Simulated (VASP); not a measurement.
Here is the system:

```
MgF2
1.0
    4.52498     0.00000     0.00000
    0.00000     4.52498     0.00000
    0.00000     0.00000     2.99745
Mg F
2 4
Direct
  0.00000   0.00000   0.00000
  0.50000   0.50000   0.50000
  0.30264   0.30264   0.00000
  0.80264   0.19736   0.50000
  0.19736   0.80264   0.50000
  0.69736   0.69736   0.00000
```

Level of theory: LDA (Ceperley-Alder, Perdew-Zunger), VASP's LDA PAW potentials (set 64) (plane waves; VASP). Run with 620 eV cut-off, 5×5×7 Γ-centred mesh, Gaussian smearing of 0.050 eV, potentials Mg F.

Energy and stress use the plane-wave basis of the starting cell.

Problem. The ions, cell shape and volume at an external pressure of 5.0 GPa are relaxed. Give the cell that the relaxation ends in.

Solution. 
```
MgF2
1.0
    4.46264     0.00000     0.00000
    0.00000     4.46264     0.00000
    0.00000     0.00000     2.96425
Mg F
2 4
Cartesian
  0.00000   0.00000   0.00000
  2.23132   2.23132   1.48212
  1.34844   1.34844   0.00000
  3.57976   0.88288   1.48212
  0.88288   3.57976   1.48212
  3.11421   3.11421   0.00000
```
Space group P4_2/mnm (136), at a tolerance of 0.03 Å.

Problem. How do energy and volume change from the first to the last step?

Solution. The energy (σ→0) changes by +6.0 meV/atom and the volume by -3.8 %, in 5 ionic steps.

```
step  E(σ→0) (eV)  max force (eV/Å)  pressure (GPa)  volume (Å³)
----  -----------  ----------------  --------------  -----------
1        -35.0968             0.008            0.03        61.37
2        -35.0446             0.070            6.30        58.60
3        -35.0625             0.058            4.97        59.11
4        -35.0611             0.059            5.11        59.06
5        -35.0608             0.005            5.12        59.03
```

The compound is MgF2 in the rutile structure. This run relaxes it under an external pressure of 5 GPa. Symmetry was kept, so distortions that lower it aren't found.
